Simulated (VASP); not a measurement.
Given:

```yaml
crystal:
  lattice:
    - [4.51314, 0.00000, 0.00000]
    - [-2.25657, 3.90849, 0.00000]
    - [0.00000, 0.00000, 7.86800]
  atoms:
    - { symbol: Pr, position: [0.00000, 0.00000, 0.50000] }
    - { symbol: Pr, position: [0.00000, 0.00000, 0.00000] }
    - { symbol: Cu, position: [0.33333, 0.66667, 0.25000] }
    - { symbol: Cu, position: [0.66667, 0.33333, 0.75000] }
    - { symbol: Sn, position: [0.33333, 0.66667, 0.75000] }
    - { symbol: Sn, position: [0.66667, 0.33333, 0.25000] }
```

Calculation: PBEsol GGA, VASP's PBE PAW potentials (set 64) (plane waves; VASP 6.6.1). Settings: 400 eV cut-off, 9×9×5 Γ-centred mesh, tetrahedra with Blöchl corrections, potentials Pr_3 Cu Sn_d.

The 4f electrons are frozen in the core of the lanthanide potential, so 4f levels, which can set the real gap, and their magnetism are missing.  Unless said otherwise, spin-orbit coupling is left out, though it shifts the bands of the heavy elements here.

**Question.** Predict the energy per atom (σ→0), band gap (on the k-mesh) with the smallest direct gap where there is one.

**Answer.** 
The band gap (on the k-mesh) comes out as none (metal, semimetal or under 0.01 eV). The energy per atom (σ→0) is -5.169 eV/atom.

Only differences to runs with the same potentials and settings are physical.

The structure comes from a computed database's PrCuSn entry (P6_3/mmc); how it stands against other phases isn't given here. It was relaxed first.
